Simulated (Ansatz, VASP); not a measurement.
# Cross-check of ZrSe2 (1T-ZrSe2 4 layers, AA) between VASP and Ansatz, part 2 of 2

Aim: how closely do two programs agree when they are given the same cell, functional and k mesh? The structure shown is the start of the Ansatz relaxation below; VASP solves that cell, so the two are compared at the walk's first step.

VASP 6.6.1 and Ansatz 0.2.0.

So far: The structure; Ansatz: relaxation, PBE with D3(BJ).

## 3. VASP: single point, PBE with D3(BJ), start cell

Level of this step: PBE with D3(BJ); plane waves and PAW (Se, Zr_sv) (VASP).

The same cell, functional, mesh and smearing now go to VASP, with its own data sets.

Lines of VASP's logs that name or quote its potential files are left out, and so is its time.

The input, INCAR:

```
SYSTEM = ZrSe2
PREC = Accurate
ENCUT = 400
EDIFF = 1E-06
NELM = 120
ISMEAR = -1
SIGMA = 0.05
LREAL = .FALSE.
ALGO = Normal
GGA = PE
IVDW = 12
NBANDS = 60
LASPH = .TRUE.
LORBIT = 11
LWAVE = .FALSE.
LCHARG = .FALSE.
ISIF = 2
LDIPOL = .TRUE.
IDIPOL = 3
DIPOL = 0.5 0.5 0.5
LVHAR = .TRUE.
GGA_COMPAT = .FALSE.
EFERMI = MIDGAP
NELMDL = -8
KPAR = 2
```

The input, POSCAR:

```
ZrSe2
1.0
    3.8000000000      0.0000000000      0.0000000000
   -1.9000000000      3.2908970000      0.0000000000
    0.0000000000      0.0000000000     77.3533850000
Se Zr
8 4
Direct
    0.6666667173      0.3333334346      0.3503401952
    0.3333332827      0.6666665654      0.3951132326
    0.6666667173      0.3333334346      0.4351890483
    0.3333332827      0.6666665654      0.4799620857
    0.6666667173      0.3333334346      0.5200379014
    0.3333332827      0.6666665654      0.5648109388
    0.6666667173      0.3333334346      0.6048867674
    0.3333332827      0.6666665654      0.6496598048
    0.0000000000      0.0000000000      0.3727267139
    0.0000000000      0.0000000000      0.4575755670
    0.0000000000      0.0000000000      0.5424244201
    0.0000000000      0.0000000000      0.6272732861
```

The input, KPOINTS:

```
Automatic mesh
0
Gamma
12 12 1
0 0 0
```

The projector-augmented-wave data sets are Se and Zr_sv (PBE family, release 64).

Started as:

```
$ mpirun -np 2 vasp_std
```

Numbers of over 12 decimals in the logs are rounded to 6 here.

What it wrote:

```text
[banner, memory and clock lines left out]
running    2 mpi-ranks, on    1 nodes
 distrk:  each k-point on    1 cores,    2 groups
 distr:  one band on    1 cores,    1 groups

 POSCAR found type information on POSCAR SeZr
 POSCAR found :  2 types and      12 ions
 LDA part: xc-table for (Slater+PW92), standard interpolation
|                                                                             |
|           W    W    AA    RRRRR   N    N  II  N    N   GGGG   !!!           |
|           W    W   A  A   R    R  NN   N  II  NN   N  G    G  !!!           |
|           W    W  A    A  R    R  N N  N  II  N N  N  G       !!!           |
|           W WW W  AAAAAA  RRRRR   N  N N  II  N  N N  G  GGG   !            |
|           WW  WW  A    A  R   R   N   NN  II  N   NN  G    G                |
|           W    W  A    A  R    R  N    N  II  N    N   GGGG   !!!           |
|                                                                             |
|     One of the lattice vectors is very long (>50 A), but AMIN is rather     |
|     large. This can spoil convergence since charge sloshing might occur     |
|     along the long lattice vector. If problems with convergence are         |
|     observed, try to decrease AMIN to a smaller value (e.g. 0.01).          |
|     Note: This warning only applies if the self-consistency cycle is        |
|     used.                                                                   |
|                                                                             |

 POSCAR, INCAR and KPOINTS ok, starting setup
 FFT: planning ... GRIDC
 FFT: planning ... GRID_SOFT
 FFT: planning ... GRID
 WAVECAR not read
 entering main loop
       N       E                     dE             d eps       ncg     rms          rms(c)
DAV:   1     0.769692025751E+03    0.76969E+03   -0.35567E+04  2816   0.101E+03
DAV:   2     0.184079234208E+02   -0.75128E+03   -0.73695E+03  3200   0.272E+02
DAV:   3    -0.777386490579E+02   -0.96147E+02   -0.95368E+02  2960   0.856E+01
DAV:   4    -0.847428661184E+02   -0.70042E+01   -0.69816E+01  3768   0.230E+01
DAV:   5    -0.850830755870E+02   -0.34021E+00   -0.34004E+00  3540   0.405E+00
DAV:   6    -0.850886941521E+02   -0.56186E-02   -0.56180E-02  3348   0.612E-01
DAV:   7    -0.850890497960E+02   -0.35564E-03   -0.35562E-03  3444   0.122E-01
DAV:   8    -0.850890658871E+02   -0.16091E-04   -0.16091E-04  3196   0.262E-02    0.216E+01
DAV:   9    -0.778387112270E+02    0.72504E+01   -0.31701E+01  2472   0.163E+01    0.950E+00
DAV:  10    -0.775689802374E+02    0.26973E+00   -0.42946E+00  2788   0.583E+00    0.348E+00
DAV:  11    -0.775788978590E+02   -0.99176E-02   -0.69141E-01  3256   0.249E+00    0.161E+00
DAV:  12    -0.775854078291E+02   -0.65100E-02   -0.94213E-02  2836   0.131E+00    0.628E-01
DAV:  13    -0.775857119232E+02   -0.30409E-03   -0.48912E-02  3076   0.106E+00    0.182E-01
DAV:  14    -0.775847161030E+02    0.99582E-03   -0.24037E-02  3328   0.688E-01    0.105E-01
[...]
DAV:  23    -0.775847114551E+02   -0.43216E-04   -0.87781E-07  1632   0.207E-03    0.870E-04
DAV:  24    -0.775847269063E+02   -0.15451E-04   -0.48066E-07  1472   0.131E-03    0.751E-04
DAV:  25    -0.775847364198E+02   -0.95134E-05   -0.88854E-08  1200   0.776E-04    0.498E-04
DAV:  26    -0.775847541857E+02   -0.17766E-04   -0.31628E-07  1396   0.104E-03    0.359E-04
DAV:  27    -0.775847559302E+02   -0.17445E-05   -0.41089E-08  1232   0.572E-04    0.306E-04
DAV:  28    -0.775847584944E+02   -0.25642E-05   -0.23657E-08  1164   0.408E-04    0.164E-04
DAV:  29    -0.775847598804E+02   -0.13860E-05   -0.13451E-08  1212   0.307E-04    0.107E-04
DAV:  30    -0.775847606458E+02   -0.76539E-06   -0.38830E-09  1160   0.215E-04
   1 F= -.81569122E+02 E0= -.81564532E+02  d E =-.917951E-02
```

OUTCAR, selected parts (step 3):

```text
ion  position               nearest neighbor table
   1  0.667  0.333  0.350-   9 2.79   9 2.80   9 2.80
   2  0.333  0.667  0.395-   9 2.79   9 2.80   9 2.80
   3  0.667  0.333  0.435-  10 2.79  10 2.80  10 2.80
   4  0.333  0.667  0.480-  10 2.79  10 2.80  10 2.80
   5  0.667  0.333  0.520-  11 2.79  11 2.80  11 2.80
   6  0.333  0.667  0.565-  11 2.79  11 2.80  11 2.80
   7  0.667  0.333  0.605-  12 2.79  12 2.80  12 2.80
   8  0.333  0.667  0.650-  12 2.79  12 2.80  12 2.80
   9  0.000  0.000  0.373-   2 2.79   1 2.79   2 2.80   2 2.80   1 2.80   1 2.80
  10  0.000  0.000  0.458-   3 2.79   4 2.79   3 2.80   3 2.80   4 2.80   4 2.80
  11  0.000  0.000  0.542-   5 2.79   6 2.79   5 2.80   5 2.80   6 2.80   6 2.80
  12  0.000  0.000  0.627-   7 2.79   8 2.79   7 2.80   7 2.80   8 2.80   8 2.80

  LATTYP: Found a hexagonal cell.
 ALAT       =     3.8000000000
 C/A-ratio  =    20.3561539474

 Subroutine GETGRP returns: Found 12 space group operations
 (whereof 12 operations were pure point group operations)

The static configuration has the point symmetry D_3d.

 Found     19 irreducible k-points:

   k-points           NKPTS =     19   k-points in BZ     NKDIM =     19   number of bands    NBANDS=     60

   dimension x,y,z NGX =    28 NGY =   28 NGZ =  512
   dimension x,y,z NGXF=    56 NGYF=   56 NGZF= 1024

   ENCUT  =  400.0 eV  29.40 Ry    5.42 a.u.   6.20  6.20126.14*2*pi/ulx,y,z

   NELECT =      96.0000    total number of electrons

 k-points in reciprocal lattice and weights: Automatic mesh
   0.00000000  0.00000000  0.00000000       0.007
   0.08333333  0.00000000  0.00000000       0.042
   0.16666667  0.00000000  0.00000000       0.042
   0.25000000  0.00000000  0.00000000       0.042
   0.33333333  0.00000000  0.00000000       0.042
   0.41666667  0.00000000  0.00000000       0.042
   0.50000000  0.00000000  0.00000000       0.021
   0.08333333  0.08333333  0.00000000       0.042
   0.16666667  0.08333333  0.00000000       0.083
[...]
0.33333333  0.25000000  0.00000000       0.083
   0.33333333  0.33333333  0.00000000       0.014

 dipolmoment           0.000000      0.000000      0.000026 electrons x Angstroem

 average (electrostatic) potential at core
       1 -59.9875       2 -60.0379       3 -60.0293       4 -60.0293       5 -60.0293
       6 -60.0290       7 -60.0375       8 -59.9871       9 -87.1487      10 -87.1355
      11 -87.1353      12 -87.1483

 E-fermi :  -2.2987

 k-point     1 :       0.0000    0.0000    0.0000
  band No.  band energies     occupation
    ...
     44      -2.3738      1.63584
     45      -2.3213      1.22290
     46      -2.3213      1.22290
     47      -2.2870      0.88418
     48      -2.2870      0.88417
     49      -1.2881      0.00000
     50      -1.2881      0.00000
     51      -1.2853      0.00000
     52      -1.2853      0.00000
     53      -1.2801      0.00000
    ...

 k-point     2 :       0.0833    0.0000    0.0000
  band No.  band energies     occupation
    ...
     44      -2.7804      1.99987
     45      -2.6494      1.99821
     46      -2.5987      1.99506
     47      -2.5431      1.98504
     48      -2.5048      1.96810
     49      -1.3336      0.00000
     50      -1.2926      0.00000
     51      -1.2757      0.00000
     52      -1.2708      0.00000
     53      -1.0572      0.00000
    ...

 k-point     3 :       0.1667    0.0000    0.0000
  band No.  band energies     occupation
    ...
     44      -3.0211      2.00000
     45      -2.9651      2.00000
     46      -2.9036      1.99999
     47      -2.9002      1.99999
     48      -2.8600      1.99997
     49      -1.5139      0.00000
     50      -1.4778      0.00000
     51      -1.4476      0.00000
     52      -1.4323      0.00000
     53      -0.7766      0.00000
    ...

 Edisp (eV)   -3.98436

  Total     -12.38683   -12.38683   -21.18528     0.00000     0.00000     0.00000
  in kB     -20.51604   -20.51604   -35.08873     0.00000     0.00000     0.00000
  external pressure =      -25.37 kB  Pullay stress =        0.00 kB

  energy-cutoff  :      400.00
  volume of cell :      967.34
      direct lattice vectors                 reciprocal lattice vectors
     3.800000000  0.000000000  0.000000000     0.263157895  0.151934260  0.000000000
    -1.900000000  3.290897000  0.000000000     0.000000000  0.303868520  0.000000000
     0.000000000  0.000000000 77.353385000     0.000000000  0.000000000  0.012927682

 POSITION                                       TOTAL-FORCE (eV/Angst)
 -----------------------------------------------------------------------------------
      1.90000      1.09697     27.10000        -0.000000      0.000000      1.404704
      0.00000      2.19393     30.56335        -0.000000      0.000000     -1.328906
      1.90000      1.09697     33.66335        -0.000000      0.000000      1.329013
      0.00000      2.19393     37.12669        -0.000000      0.000000     -1.329427
      1.90000      1.09697     40.22669         0.000000     -0.000000      1.329427
      0.00000      2.19393     43.69004         0.000000      0.000000     -1.329013
      1.90000      1.09697     46.79004         0.000000      0.000000      1.328906
      0.00000      2.19393     50.25338         0.000000     -0.000000     -1.404704
      0.00000      0.00000     28.83167        -0.000000      0.000000      0.042044
      0.00000      0.00000     35.39502        -0.000000      0.000000      0.003609
      0.00000      0.00000     41.95837        -0.000000      0.000000     -0.003609
      0.00000      0.00000     48.52171        -0.000000      0.000000     -0.042044
 -----------------------------------------------------------------------------------
    total drift:                               -0.000000      0.000000      0.004056

  FREE ENERGIE OF THE ION-ELECTRON SYSTEM (eV)
  ---------------------------------------------------
  free  energy   TOTEN  =       -81.5691219751 eV

  energy  without entropy=      -81.5599424619  energy(sigma->0) =      -81.56453222

 vacuum level on the upper side and lower side of the slab         3.153         3.153

 total charge
# of ion       s       p       d       tot
------------------------------------------
    1        1.467   2.335   0.022   3.824
    2        1.468   2.332   0.023   3.823
    3        1.468   2.332   0.023   3.823
    4        1.468   2.331   0.024   3.823
    5        1.468   2.331   0.024   3.823
    6        1.468   2.332   0.023   3.823
    7        1.468   2.332   0.023   3.823
    8        1.467   2.335   0.022   3.824
    9        2.158   5.991   1.376   9.525
   10        2.157   5.991   1.380   9.528
   11        2.157   5.991   1.380   9.528
   12        2.158   5.991   1.376   9.525
--------------------------------------------------
tot         20.371  42.625   5.697  68.693

[... 3 further parts left out ...]
```

## 4. Comparison

Known differences besides the potentials themselves: Ansatz cuts the interaction across the vacuum, VASP repeats the sheet with a dipole correction; the data sets hold 176 valence electrons in Ansatz (on its default PAW (the set named soft_2) files) and 96 in VASP; the cutoff is 420 eV in Ansatz and 400 eV in VASP. Total energies have different zeros and are not compared.

Forces on 7 of the 12 atoms, those with the largest forces and the largest differences (eV/Å; atoms numbered as in POSCAR):

| atom | Ansatz x, y, z | VASP x, y, z |
| --- | --- | --- |
| Se1 | 0.000, 0.000, 1.417 | 0.000, 0.000, 1.405 |
| Se2 | 0.000, 0.000, -1.342 | 0.000, 0.000, -1.329 |
| Se3 | 0.000, 0.000, 1.342 | 0.000, 0.000, 1.329 |
| Se4 | 0.000, 0.000, -1.342 | 0.000, 0.000, -1.329 |
| Se5 | 0.000, 0.000, 1.342 | 0.000, 0.000, 1.329 |
| Se6 | 0.000, 0.000, -1.342 | 0.000, 0.000, -1.329 |
| Se8 | 0.000, 0.000, -1.417 | 0.000, 0.000, -1.405 |

The forces differ by 6.0 meV/Å r.m.s., which is 0.9 % of the r.m.s. force of 0.636 eV/Å (both taken over all components). With vacuum in the cell, a pressure given here is an average over mostly empty space and none of the material.

## 5. Results

```json
{
 "r.m.s. force difference (single point, PBE with D3(BJ), start cell)": "0.95 % of the r.m.s. force"
}
```

In words: The r.m.s. force difference is 0.95 % of the r.m.s. force (single point, PBE with D3(BJ), start cell), within the 3 % picked in this series as the mark of a large difference. The data sets hold unlike numbers of valence electrons (176 in Ansatz and 96 in VASP), so part of the differences comes from the potentials. 1 further run of this series is not shown here. How closely two codes agree says nothing of how well the functional describes the real material.

[Lines on the potential files, build, host, timing and source positions are cut from VASP's logs without a mark.]

[Logs are printed without paths, hosts, clocks, repeated set-up lines and the standing remarks that a program may print on its own settings, such as how far it seeks lower states.]

[Hosts, paths, dates, database ids (printed as entryN), source tags and the programs' standing remarks are cut or masked in the printed files.]
